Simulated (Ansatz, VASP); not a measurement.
# WC (Qusongite): VASP beside Ansatz, part 2 of 2

One calculation is typed for both programs; each brings its own data sets. How far apart do they land? The structure shown is the end of the Ansatz relaxation below.

VASP 6.6.1 and Ansatz 0.2.0.

So far: The structure; Ansatz: relaxation, PBEsol; VASP: single point, PBEsol, pair 1; Differences; VASP: single point, PBEsol, pair 2.

**6. VASP: single point, PBEsol, pair 2 (continued)**

Level of this step: PBEsol; plane waves and PAW (W, C) (VASP).

Numbers of over 12 decimals in the logs are rounded to 6 here.

From OUTCAR (step 6):

```text
  Total        1.6083036      1.6083036      1.6845961     -0.0000000      0.0000000      0.0000000
  in kB      129.0942029    129.0942029    135.2179959     -0.0000000      0.0000000      0.0000000
  external PRESSURE =     131.1354672 kB  Pullay stress =       0.0000000 kB

 POSITION                                       TOTAL-FORCE (eV/Angst)
 -----------------------------------------------------------------------------------
      0.00000      0.00000      0.00000         0.000000     -0.000000      0.000000
      1.43340      0.82757      1.40223        -0.000000      0.000000      0.000000
 -----------------------------------------------------------------------------------
    total drift:                               -0.000000      0.000000      0.000000

  FREE ENERGIE OF THE ION-ELECTRON SYSTEM (eV)
  ---------------------------------------------------
  free  energy   TOTEN  =       -23.9579956698 eV

  energy  without entropy=      -23.9578420258  energy(sigma->0) =      -23.95794446

[... 1 part as in an earlier step ...]

[... 2 further parts left out ...]
[key lines of the parts left out:]
E-fermi :   8.6355
```

The run ends at a pressure of 13.11 GPa.

**7. Comparison**

What differs besides the data sets and the points named for the pairs above, as far as they apply: the data sets hold 18 valence electrons in Ansatz (on its PAW soft_1 files) and 10 in VASP. Total energies have different zeros and are not compared.

Compared:

```csv
quantity,Ansatz,VASP,difference
pressure (GPa),13.21,13.11,+0.09
```

**8. Ansatz: relaxation, PBEsol**

This run makes the geometry at which the two programs are then compared. The cell compared in this pair holds 20.89 Å³, against 19.96 Å³ for the pair before.

The structure compared here is the end of the Ansatz relaxation.

Contents of input.yaml:

```yaml
crystal:
  lattice:
    - [2.9130166626, 0.0, 0.0]
    - [-1.4565083313, 2.5227464315, 0.0]
    - [0.0, 0.0, 2.8421670828]
  atoms:
    - { symbol: W, position: [0.0, 0.0, 0.0] }
    - { symbol: C, position: [0.6666666667, 0.3333333333, 0.5] }
kpoints:
  mp_grid: { grid: [18, 18, 16] }
hamiltonian:
  xc: pbesol
  pseudopotentials: { kind: paw, azcp: { folder: soft_1 }, xc_functional: pbe }
scf:
  occupations: { method: methfessel_paxton, width: 0.2 }
  lower_state_search: "off"
output:
  forces: true
  stress: true
  eigenvalues: true
relax:
  adjacent_minimum: "off"
  f_tol: 0.001
  max_steps: 60
  cell: { stress_tol: 0.01, fix: [volume] }
```

Run with:

```
> ansatz run input.yaml --threads 18 --pin off --max-ram 92160MiB --backend cuda --events-out ev --progress --plain --runs-dir out --max-vram 78GiB
```

Log:

```text
[...]
Crystal: 2 atoms, lattice volume = 20.887 Å³
Basis set: ecut = 420 eV, 405 PW (Γ), exchange–correlation on 40×40×40 points (8 copies of the dense FFT grid, shifted against one another)
Bands: 13, of which v1, the nominal top of the filled ones, is band 9 counted from 1 (8 counted from 0)
Symmetry: 12 space group operations
[...]
k-point 332: bands = [... 5 lower, 12.9567, 14.7673, 18.5573, 19.4989, 24.5143, 26.4838, 27.6979, 29.1670]
--- Relaxed structure (3 steps of the walk, 2 accepted, 1 SCFs on fresh bases) ---
[...]
cell:  # Å, volume = 20.8865 Å³
    - [2.914302, 0, 0.0]
    - [-1.457151, 2.523860, 0]
    - [0.0, 0, 2.839661]
  atoms:
    - { symbol: W, position: [-3.700743415524894e-17, 0, 0] }
    - { symbol: C, position: [0.666667, 0.333333, 0.500000] }
[key lines of the parts left out:]
SCF converged after 4 iterations
Free energy (F): -10504.740707 eV
Fermi energy:    20.140322 eV
P = ⅓ Tr σ = -5.8651 GPa (-58.651 kbar)
```

**9. VASP: single point, PBEsol, pair 3**

The same cell, functional, mesh and smearing now go to VASP, with its own data sets.

Contents of INCAR:

```
SYSTEM = WC
PREC = Accurate
ENCUT = 600
EDIFF = 1E-06
NELM = 120
ISMEAR = 1
SIGMA = 0.2
LREAL = .FALSE.
ALGO = Normal
GGA = PS
NBANDS = 11
LASPH = .TRUE.
LORBIT = 11
LWAVE = .FALSE.
LCHARG = .FALSE.
ISIF = 2
GGA_COMPAT = .FALSE.
KPAR = 2
```

Contents of POSCAR:

```
WC
1.0
    2.9143020089      0.0000000000      0.0000000000
   -1.4571510045      2.5238595740      0.0000000000
    0.0000000000      0.0000000000      2.8396605730
W C
1 1
Direct
    0.0000000000      0.0000000000      0.0000000000
    0.6666666667      0.3333333333      0.5000000000
```

Contents of KPOINTS:

```
Automatic mesh
0
Gamma
18 18 16
0 0 0
```

Potentials, in the order of the species: W and C (PBE family, release 64).

Run with:

```
> mpirun -np 2 vasp_std
```

Log:

```text
[... set-up lines as in an earlier step ...]
 entering main loop
       N       E                     dE             d eps       ncg     rms          rms(c)
DAV:   1     0.275528779851E+02    0.27553E+02   -0.54324E+03  7326   0.925E+02
DAV:   2    -0.247460462036E+02   -0.52299E+02   -0.49818E+02  8379   0.214E+02
DAV:   3    -0.269420332218E+02   -0.21960E+01   -0.21664E+01  9129   0.364E+01
DAV:   4    -0.269573940052E+02   -0.15361E-01   -0.15355E-01  8177   0.347E+00
[...]
DAV:  11    -0.239752425870E+02    0.13587E-04   -0.89213E-05  8785   0.653E-02    0.834E-03
DAV:  12    -0.239752398082E+02    0.27789E-05   -0.58660E-06  7923   0.159E-02    0.137E-02
DAV:  13    -0.239752398063E+02    0.18738E-08   -0.61694E-07  3939   0.671E-03
   1 F= -.23975240E+02 E0= -.23975131E+02  d E =-.325116E-03
```

From OUTCAR (step 9):

```text
  Total       -0.8714028     -0.8714028     -0.8336326      0.0000000      0.0000000     -0.0000000
  in kB      -66.8441434    -66.8441434    -63.9468437      0.0000000      0.0000000     -0.0000000
  external PRESSURE =     -65.8783768 kB  Pullay stress =       0.0000000 kB

 POSITION                                       TOTAL-FORCE (eV/Angst)
 -----------------------------------------------------------------------------------
      0.00000      0.00000      0.00000        -0.000000      0.000000      0.000000
      1.45715      0.84129      1.41983         0.000000      0.000000      0.000000
 -----------------------------------------------------------------------------------
    total drift:                               -0.000000      0.000000      0.000000

  FREE ENERGIE OF THE ION-ELECTRON SYSTEM (eV)
  ---------------------------------------------------
  free  energy   TOTEN  =       -23.9752398063 eV

  energy  without entropy=      -23.9749146902  energy(sigma->0) =      -23.97513143

[... 1 part as in an earlier step ...]

[... 2 further parts left out ...]
[key lines of the parts left out:]
E-fermi :   8.0853
```

The run ends at a pressure of -6.59 GPa.

**10. Side by side**

What differs besides the data sets and the points named for the pairs above, as far as they apply: the data sets hold 18 valence electrons in Ansatz (on its PAW soft_1 files) and 10 in VASP. Total energies have different zeros and are not compared.

Both answers:

```csv
quantity,Ansatz,VASP,difference
pressure (GPa),-5.87,-6.59,+0.72
```

**11. Results**

```
difference in pressure (single point, PBEsol, pair 1) : 0.33 GPa
difference in pressure (single point, PBEsol, pair 2) : 0.093 GPa
difference in pressure (single point, PBEsol, pair 3) : 0.72 GPa
```

What this shows: The difference in pressure is 0.72 GPa (single point, PBEsol, pair 3), within the 1 GPa picked in this series as the mark of a large difference. The data sets hold unlike numbers of valence electrons (18 in Ansatz and 10 in VASP), so part of the differences comes from the potentials. 7 further runs of this series are not shown here. How closely two codes agree says nothing of how well the functional describes the real material.

[Lines on the potential files, build, host, timing and source positions are cut from VASP's logs without a mark.]

[Logs are printed without paths, hosts, clocks, repeated set-up lines and the standing remarks that a program may print on its own settings, such as how far it seeks lower states.]

[Hosts, paths, dates, database ids (printed as entryN), source tags and the programs' standing remarks are cut or masked in the printed files.]
